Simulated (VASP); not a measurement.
# CsRuN2 under changes of volume

One of the cells (20.551 Å³/atom); the others are scaled copies at fixed shape and fractional positions:

```xyz
8
Lattice="0.0000 4.3481 4.3481 4.3481 0.0000 4.3481 4.3481 4.3481 0.0000" Properties=species:S:1:pos:R:3 pbc="T T T"
Cs    4.3481    4.3481    4.3481
Cs    6.5221    6.5221    6.5221
Ru    0.0000    0.0000    0.0000
Ru    2.1740    2.1740    2.1740
N     3.2611    1.0870    3.2611
N     1.0870    3.2611    3.2611
N     1.0870    1.0870    1.0870
N     3.2611    3.2611    1.0870
```

The cell comes from a database or a generator and needn't be the stable form of this composition.

- Program: VASP 6.6.1
- Functional: PBE
- Potentials or basis: VASP PAW PBE potentials, release 64 (Cs_sv, Ru_pv, N)
- Cutoff: 520 eV
- k mesh: 6 × 6 × 6
- Occupations: fermi-dirac, width 0.05 eV
- Spin: no spin polarisation

| volume (Å³/atom) | energy over the lowest point (meV/atom) | pressure (GPa) |
| --- | --- | --- |
| 18.939 | 17.11 | 5.9 |
| 19.342 | 5.46 | 3.3 |
| 19.745 | 0.00 | 1.0 |
| 20.551 | ? | ? |
| 20.954 | 14.61 | -4.6 |
| 21.357 | 28.04 | -6.1 |

Task: What does the run at 20.551 Å³/atom give?

Result: Energy over the lowest point 5.13 meV/atom; pressure -3.0 GPa.

Worked out: A Birch-Murnaghan fit of order 3 (a polynomial in V^(-2/3)) to the other rows has its minimum at 19.94 Å³/atom with B0 = V·E''(V) = 103 GPa and B' = 4.6. It gives 5.14 meV/atom at 20.551 Å³/atom, against the run's 5.13, and -dE/dV = -2.9 GPa, against -3.0.

Energies are extrapolated to zero smearing.
